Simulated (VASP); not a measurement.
# Be3ZnTe4 (P-43m) in VASP: a series of runs

Aim: see how the results for Be3ZnTe4 move with the level of theory and the settings. Levels: r2SCAN, PBE. Tasks: single point, relaxation of cell and atoms.

Everything below comes from runs of VASP 6.6.1. Logs are shortened: lines on timing, memory, paths and dates and some standing lists are left out, and cuts for length are marked.

## 1. The crystal as given

The structure is cubic, space group P-43m (No. 215). The conventional cell has a = 5.800 Å, b = 5.800 Å, c = 5.800 Å, α = 90.00°, β = 90.00°, γ = 90.00°. Be (site symmetry -42m) has 4 Te at 2.48 Å as nearest neighbours. Zn (site symmetry -43m) has 4 Te at 2.62 Å as nearest neighbours. Te (site symmetry 3m) has 3 Be at 2.48 Å and 1 Zn at 2.62 Å as nearest neighbours.

The cell was built by a generator and needn't be a form met in nature.

## 2. Single point, r2SCAN

File INCAR:

```
ALGO     = Normal         # electronic algorithm
EDIFF    = 1E-6           # SCF threshold, eV
ENCUT    = 520            # plane-wave cutoff, eV
ISIF     = 2              # what is computed and relaxed
ISMEAR   = 0              # smearing method
KPAR     = 8            
LASPH    = T              # aspherical terms in the spheres
LCHARG   = F              # write CHGCAR
LMIXTAU  = T            
LREAL    = F              # projectors in reciprocal space
LWAVE    = F              # write WAVECAR
METAGGA  = R2SCAN         # meta-GGA
NELM     = 150            # most SCF steps
PREC     = Accurate       # precision mode
SIGMA    = 0.03           # smearing width, eV
```

File KPOINTS:

```
k-points
0
Gamma
  4 4 4
```

File POSCAR:

```
Be3ZnTe4                                
1.0
    5.8001216423      0.0000000000     -0.0000000000
   -0.0000000000      5.8001216423     -0.0000000000
    0.0000000000      0.0000000000      5.8001216423
  Be              Zn              Te            
     3     1     4
Direct
     0.5000000000000000    1.0000000000000000    0.5000000000000000
     0.0000000000000000    0.5000000000000000    0.5000000000000000
     0.5000000000000000    0.5000000000000000    0.0000000000000000
     0.0000000000000000    1.0000000000000000    0.0000000000000000
     0.7393670647484208    0.7393670647484208    0.2606329352515792
     0.7393670647484208    0.2606329352515792    0.7393670647484208
     0.2606329352515792    0.7393670647484208    0.7393670647484208
     0.2606329352515792    0.2606329352515792    0.2606329352515792
```

Potentials or basis: VASP PAW PBE potentials, release 64 (Be, Zn, Te).

On the command line:

```console
$ cat potpaw_PBE.64/Be/POTCAR potpaw_PBE.64/Zn/POTCAR potpaw_PBE.64/Te/POTCAR > POTCAR
$ mpirun -np 8 vasp_std > vasp.out
```

OUTCAR:

```text
EDIFF = 1E-6
   ENCUT = 520
   ISIF = 2
   ISMEAR = 0
   LASPH = T
   LREAL = F
   METAGGA = R2SCAN
   NELM = 150
   PREC = Accurate

 ion  position               nearest neighbor table
   1  0.500  0.000  0.500-   5 2.48   6 2.48   7 2.48   8 2.48
   2  0.000  0.500  0.500-   5 2.48   6 2.48   7 2.48   8 2.48
   3  0.500  0.500  0.000-   5 2.48   6 2.48   7 2.48   8 2.48
   4  0.000  0.000  0.000-   5 2.62   6 2.62   7 2.62   8 2.62
   5  0.739  0.739  0.261-   1 2.48   2 2.48   3 2.48   4 2.62
   6  0.739  0.261  0.739-   1 2.48   2 2.48   3 2.48   4 2.62
   7  0.261  0.739  0.739-   1 2.48   2 2.48   3 2.48   4 2.62
   8  0.261  0.261  0.261-   1 2.48   2 2.48   3 2.48   4 2.62

  LATTYP: Found a simple cubic cell.
 ALAT       =     5.8001216423

  Lattice vectors:

 A1 = (   5.8001216423,   0.0000000000,   0.0000000000)
 A2 = (   0.0000000000,   5.8001216423,   0.0000000000)
 A3 = (   0.0000000000,   0.0000000000,   5.8001216423)

Analysis of symmetry for initial positions (statically):
=====================================================================
 Subroutine PRICEL returns:
 Original cell was already a primitive cell.

 Routine SETGRP: Setting up the symmetry group for a
 simple cubic supercell.

 Subroutine GETGRP returns: Found 24 space group operations
 (whereof 24 operations were pure point group operations)
 out of a pool of 48 trial point group operations.

The static configuration has the point symmetry T_d .

Analysis of symmetry for dynamics (positions and initial velocities):
=====================================================================
 Subroutine PRICEL returns:
 Original cell was already a primitive cell.

 Routine SETGRP: Setting up the symmetry group for a
 simple cubic supercell.

 Subroutine GETGRP returns: Found 24 space group operations
 (whereof 24 operations were pure point group operations)
 out of a pool of 48 trial point group operations.

The dynamic configuration has the point symmetry T_d .

 Subroutine INISYM returns: Found 24 space group operations
 (whereof 24 operations are pure point group operations),
 and found     1 'primitive' translations

----------------------------------------------------------------------------------------

                                     Primitive cell

  volume of cell :     195.1243

[... 89 lines left out ...]
   IBRION =     -1    ionic relax: 0-MD 1-quasi-New 2-CG
   NFREE  =      0    steps in history (QN), initial steepest desc. (CG)
   ISIF   =      2    stress and relaxation
   ISYM   =      2    0-nonsym 1-usesym 2-fastsym
   POTIM  = 0.5000    time-step for ionic-motion
   TEBEG  =    0.0;   TEEND  =   0.0 temperature during run
   PSTRESS=    0.0 pullay stress
   NELECT =      42.0000    total number of electrons
   NUPDOWN=      -1.0000    fix difference up-down
   EMIN   =  10.00;   EMAX   =-10.00  energy-range for DOS
   EFERMI =   0.00;   METHOD = LEGACY
   ISMEAR =     0;   SIGMA  =   0.03  broadening in eV -4-tet -1-fermi 0-gaus
   EFERMI_NEDOS =   21; number of points for ismear=-14 and -15
   IALGO  =     38    algorithm
   IMIX   =      4    mixing-type and parameters
     AMIX     =   0.40;   BMIX     =  1.00
     AMIX_MAG =   1.60;   BMIX_MAG =  1.00
  volume/ion in A,a.u.               =      24.39       164.60
  Fermi-wavevector in a.u.,A,eV,Ry     =   0.981117  1.854042 13.096841  0.962591
  Thomas-Fermi vector in A             =   2.112099
   LORBIT       =      0    0 simple, 1 ext, 2 COOP (PROOUT), +10 PAW based schemes
   METAGGA = R2SCAN    functional components
   LHFCALC =     F    Hartree Fock is set to
   AEXX    =    0.0000 exact exchange contribution
   IVDW    =     0    specifies the selected vdW correction
   LEPSILON=     F    determine dielectric tensor
   LRPA    =     F    only Hartree local field effects (RPA)
 non-spin polarized calculation
 Gauss-broadening in eV      SIGMA  =   0.03
  energy-cutoff  :      520.00
  volume of cell :      195.12
 maximum number of plane-waves:      5294
 NGX is ok and might be reduce to    48
   NGX = 21   NGY = 21   NGZ = 21

 number of electron      41.9999993 magnetization

 Free energy of the ion-electron system (eV)
  ---------------------------------------------------
  ext. energy  EPLUGINS =         0.00000000
  ---------------------------------------------------
  free energy    TOTEN  =      -127.36941247 eV

  energy without entropy =     -127.36941247  energy(sigma->0) =     -127.36941247

 E-fermi :   4.3058     XC(G=0):  -9.3986

 val. band max:        4.1331669526   @ k =   0.0000   0.0000   0.0000
 cond. band min:       6.3488887422   @ k =   0.0000   0.0000   0.0000
 fundamental gap:      2.2157217896
 Fermi energy:         4.3058142347

 k-point     1 :       0.0000    0.0000    0.0000
  band No.  band energies     occupation
      1      -8.3460      2.00000
      2      -6.6501      2.00000
      3      -6.6501      2.00000
      4      -6.6501      2.00000
      5      -2.7312      2.00000
      6      -2.7312      2.00000
[... 279 lines left out ...]
     25       7.3373      0.00000
     26       8.9402      0.00000

------------------------ aborting loop because EDIFF is reached ----------------------------------------

  FORCE on cell =-STRESS in cart. coord.  units (eV):
  Direction    XX          YY          ZZ          XY          YZ          ZX
  --------------------------------------------------------------------------------------
  -------------------------------------------------------------------------------------
  Total       -0.7652990     -0.7652990     -0.7652990     -0.0000000      0.0000000     -0.0000000
  in kB       -6.2839165     -6.2839165     -6.2839165     -0.0000000      0.0000000     -0.0000000
  external PRESSURE =      -6.2839165 kB  Pullay stress =       0.0000000 kB

 VOLUME and BASIS-vectors are now :
 -----------------------------------------------------------------------------
  energy-cutoff  :      520.00
  volume of cell :      195.12
      direct lattice vectors                 reciprocal lattice vectors
     5.800121642  0.000000000  0.000000000     0.172410177  0.000000000  0.000000000
     0.000000000  5.800121642  0.000000000     0.000000000  0.172410177  0.000000000
     0.000000000  0.000000000  5.800121642     0.000000000  0.000000000  0.172410177

 POSITION                                       TOTAL-FORCE (eV/Angst)
 -----------------------------------------------------------------------------------
      2.90006      0.00000      2.90006        -0.000000     -0.000000      0.000000
      0.00000      2.90006      2.90006         0.000000     -0.000000      0.000000
      2.90006      2.90006      0.00000         0.000000     -0.000000      0.000000
      0.00000      0.00000      0.00000        -0.000000     -0.000000      0.000000
      4.28842      4.28842      1.51170         0.078546      0.078546     -0.078546
      4.28842      1.51170      4.28842         0.078546     -0.078546      0.078546
      1.51170      4.28842      4.28842        -0.078546      0.078546      0.078546
      1.51170      1.51170      1.51170        -0.078546     -0.078546     -0.078546
 -----------------------------------------------------------------------------------
    total drift:                               -0.000000     -0.000000      0.000000

  FREE ENERGIE OF THE ION-ELECTRON SYSTEM (eV)
  ---------------------------------------------------
  free  energy   TOTEN  =      -127.3694124750 eV

  energy  without entropy=     -127.3694124750  energy(sigma->0) =     -127.36941247
```

OSZICAR:

```text
N       E                     dE             d eps       ncg     rms          rms(c)
DAV:   1     0.125396677295E+03    0.12540E+03   -0.17263E+04   520   0.146E+03
DAV:   2    -0.113103084172E+03   -0.23850E+03   -0.23325E+03   608   0.278E+02
DAV:   3    -0.132769633149E+03   -0.19667E+02   -0.19592E+02   640   0.869E+01
[... 12 lines left out ...]
DAV:  16    -0.127369377644E+03   -0.46783E-04   -0.26329E-05   640   0.499E-02    0.181E-02
DAV:  17    -0.127369365435E+03    0.12208E-04   -0.13622E-05   566   0.407E-02    0.984E-03
DAV:  18    -0.127369409713E+03   -0.44278E-04   -0.14321E-05   536   0.323E-02    0.267E-03
DAV:  19    -0.127369412434E+03   -0.27216E-05   -0.11824E-06   436   0.896E-03    0.178E-03
DAV:  20    -0.127369412475E+03   -0.40497E-07   -0.13420E-07   284   0.390E-03
   1 F= -.12736941E+03 E0= -.12736941E+03  d E =-.328149E-17
```

Wall time 39 s (8 MPI ranks of Intel Xeon 6975P-C (Granite Rapids), shared host); peak memory 0.39 GiB.

Results:

```
Free energy            : -127.3694 eV
Pressure               : -0.6 GPa
Largest force          : 0.136 eV/Å
Band gap on the k mesh : 2.22 eV, direct
```

Forces in eV/Å, atoms in the order of the input:
```
Be   0.000  0.000  0.000
Be   0.000  0.000  0.000
Be   0.000  0.000  0.000
Zn   0.000  0.000  0.000
Te   0.079  0.079 -0.079
Te   0.079 -0.079  0.079
Te  -0.079  0.079  0.079
Te  -0.079 -0.079 -0.079
```

Levels at points of the mesh, in eV from the valence-band top:
| k point | band 18 | band 19 | band 20 | band 21 | band 22 | band 23 | band 24 | band 25 |
| --- | --- | --- | --- | --- | --- | --- | --- | --- |
| (0.00, 0.00, 0.00) | -2.49 | 0.00 | 0.00 | 0.00 | 2.22 | 2.47 | 2.47 | 2.47 |
| (0.50, 0.00, 0.00) | -1.78 | -1.78 | -1.29 | -1.29 | 2.84 | 3.22 | 4.36 | 4.48 |
| (0.50, 0.50, 0.00) | -1.57 | -1.13 | -0.92 | -0.92 | 3.86 | 3.91 | 3.91 | 4.41 |
| (0.50, 0.50, 0.50) | -1.21 | -0.74 | -0.74 | -0.74 | 2.55 | 3.20 | 3.20 | 3.20 |

Caveat: the PAW data sets were made with another functional, which shifts forces and pressure a little; spin-orbit coupling is left out, which moves the levels of the heavy elements. A k mesh can miss the band edges.

## 3. Relaxation of cell and atoms, PBE

This run uses another cell than the first one, of 24.23 Å³/atom, 0.994 times its volume.

File INCAR:

```
SYSTEM = Be3ZnTe4
  PREC = Accurate
  ENCUT = 520
  EDIFF = 1E-6
  ISMEAR = 0
  SIGMA = 0.03
  LREAL = .FALSE.
  LASPH = .TRUE.
  NELM = 120
  ALGO = Normal
  ISIF = 3
  LWAVE = .FALSE.
  LCHARG = .FALSE.
  GGA = PE
  IBRION = 2
  NSW = 90
  EDIFFG = -0.01
  KPAR = 8
```

File KPOINTS:

```
regular mesh
0
G
  6 6 2
  0 0 0
```

File POSCAR:

```
Be3ZnTe4
1.0
    4.0960000000      0.0000000000      0.0000000000
    0.0000000000      4.0960000000      0.0000000000
    0.0000000000      0.0000000000     11.5560000000
Be Zn Te
3 1 4
Direct
    0.5000000000      0.5000000000      0.7394427100
    0.5000000000      0.5000000000      0.2605572900
    0.0000000000      0.0000000000      0.5000000000
    0.0000000000      0.0000000000      0.0000000000
    0.0000000000      0.5000000000      0.8571304900
    0.5000000000      0.0000000000      0.1428695100
    0.5000000000      0.0000000000      0.6194184800
    0.0000000000      0.5000000000      0.3805815200
```

Potentials or basis: VASP PAW PBE potentials, release 64 (Be, Zn, Te).

On the command line:

```console
$ cat potpaw_PBE.64/Be/POTCAR potpaw_PBE.64/Zn/POTCAR potpaw_PBE.64/Te/POTCAR > POTCAR
$ mpirun -np 8 vasp_std > vasp.out
```

Wall time 51 s (8 MPI ranks of Intel Xeon 6975P-C (Granite Rapids), shared host); peak memory 0.39 GiB.

It converged, with:

| Item | Value |
| --- | --- |
| Free energy | -27.9163 eV |
| Relaxed volume | 24.37 Å³/atom |
| Relaxed cell | a = 4.090 Å, b = 4.090 Å, c = 11.656 Å, α = 90.00°, β = 90.00°, γ = 90.00° |
| Space group after relaxing (to 0.05 Å) | P-4m2 (No. 115) |
| Energy gained by relaxing | 0.4 meV/atom |
| Ionic steps | 8 |
| Pressure after relaxing | 0.0 GPa |
| Largest force after relaxing | 0.008 eV/Å |
| Band gap on the k mesh | 1.95 eV, indirect (least direct gap 1.96 eV) |

Forces on the atoms (eV/Å):
```
Be   0.000  0.000  0.008
Be   0.000  0.000 -0.008
Be   0.000  0.000  0.000
Zn   0.000  0.000  0.000
Te   0.000  0.000  0.000
Te   0.000  0.000  0.000
Te   0.000  0.000  0.003
Te   0.000  0.000 -0.003
```

Step by step:
| step | energy change (eV) | largest force (eV/Å) | pressure (GPa) | volume (Å³) |
| --- | --- | --- | --- | --- |
| 1 | 0.0000 | 0.0516 | 0.31 | 193.88 |
| 2 | -0.0025 | 0.0297 | -0.05 | 195.20 |
| 3 | -0.0025 | 0.0245 | -0.12 | 195.51 |
| 4 | -0.0033 | 0.0105 | -0.08 | 195.27 |
| 5 | -0.0035 | 0.0169 | -0.03 | 195.08 |
| 6 | -0.0035 | 0.0175 | -0.01 | 195.06 |
| 7 | -0.0035 | 0.0172 | -0.02 | 195.07 |
| 8 | -0.0035 | 0.0081 | 0.02 | 194.96 |

Final structure:
```xyz
8
Lattice="4.0898 0.0000 0.0000 0.0000 4.0898 0.0000 0.0000 0.0000 11.6559" Properties=species:S:1:pos:R:3 pbc="T T T"
Be    2.0449    2.0449    8.6186
Be    2.0449    2.0449    3.0373
Be    4.0898    0.0000    5.8279
Zn    0.0000    0.0000    0.0000
Te    4.0898    2.0449    9.9966
Te    2.0449    4.0898    1.6593
Te    2.0449    0.0000    7.2213
Te    4.0898    2.0449    4.4346
```

Levels at points of the mesh, in eV from the valence-band top:
```csv
k point,band 18,band 19,band 20,band 21,band 22,band 23,band 24,band 25
"(0.00, 0.00, 0.00)",-1.35,-0.14,0.00,0.00,1.96,2.37,2.48,2.79
"(0.50, 0.00, 0.00)",-1.32,-1.12,-1.09,-0.52,2.26,2.72,3.44,3.58
"(0.50, 0.50, 0.00)",-2.61,-2.47,-2.47,-2.39,2.02,2.07,2.07,2.84
"(0.00, 0.00, 0.50)",-0.81,-0.81,-0.38,-0.38,1.95,2.24,2.91,3.01
"(0.50, 0.00, 0.50)",-1.37,-1.37,-1.32,-0.52,2.91,3.25,3.29,3.35
"(0.50, 0.50, 0.50)",-2.83,-2.82,-2.65,-2.65,2.63,2.95,2.95,3.08
```

Caveat: spin-orbit coupling is left out, which moves the levels of the heavy elements. A k mesh can miss the band edges.

(Part 1 of 2 ends here.)
